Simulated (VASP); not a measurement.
Level of theory: PBE GGA with D3 dispersion (zero damping), VASP's PBE PAW potentials (set 64) (plane waves; VASP).

VASP ran on this input.

### POSCAR
```
HfO2
1
    0.0000000000     2.4733570065     2.4733570065
    2.4733570065     0.0000000000     2.4733570065
    2.4733570065     2.4733570065     0.0000000000
Hf O
1 2
Direct
  0.0000000000   0.0000000000   0.0000000000
  0.2500000000   0.2500000000   0.2500000000
  0.7500000000   0.7500000000   0.7500000000
```

**INCAR**
```
! general
SYSTEM =HfO2
PREC   =Accurate
ENCUT  =520
LREAL  =.FALSE.
LASPH  =.TRUE.

! electronic loop
EDIFF  =1E-7
NELM   =100
ALGO   =Normal
LMAXMIX=6

! smearing
ISMEAR =0
SIGMA  =0.05

! functional
GGA    =PE
IVDW   =11

! ions
ISIF   =2

! output
LWAVE  =.FALSE.
LCHARG =.FALSE.
```

### KPOINTS
```
Automatic mesh
0
Gamma
8 8 8
0 0 0
```

POTCAR, in this order: Hf_pv O (PBE.64 set). Program: vasp_std.

Unless said otherwise, spin-orbit coupling is left out, though it shifts the bands of the heavy elements here.

Problem. Estimate the energy per atom (σ→0), dispersion energy, pressure, band gap (on the k-mesh).

Solution. 
```json
{
 "energy per atom (σ→0)": "-10.232 eV/atom",
 "dispersion_energy": "-0.606 eV",
 "band gap (on the k-mesh)": "4.00 eV",
 "pressure": "18.29 GPa"
}
```

### OSZICAR
```
...
DAV:   9    -0.300905117762E+02    0.72888E-02   -0.31639E-02  1066   0.156E+00    0.163E+00
DAV:  10    -0.300905346243E+02   -0.22848E-04   -0.38486E-03  1045   0.508E-01    0.269E-01
DAV:  11    -0.300905156175E+02    0.19007E-04   -0.25692E-04  1031   0.141E-01    0.204E-01
DAV:  12    -0.300905218551E+02   -0.62376E-05   -0.41938E-05  1102   0.499E-02    0.420E-02
DAV:  13    -0.300905227713E+02   -0.91613E-06   -0.20024E-06  1115   0.118E-02    0.119E-02
DAV:  14    -0.300905228859E+02   -0.11465E-06   -0.17058E-07   789   0.376E-03    0.490E-03
DAV:  15    -0.300905229403E+02   -0.54388E-07   -0.35868E-08   624   0.164E-03
   1 F= -.30696461E+02 E0= -.30696461E+02  d E =-.165107E-16
```

The compound is HfO2 in the fluorite structure, the high-temperature cubic form, which is unstable at 0 K; the monoclinic form is the stable one. This cell is one point of a volume scan, at 0.94 of the reference volume.
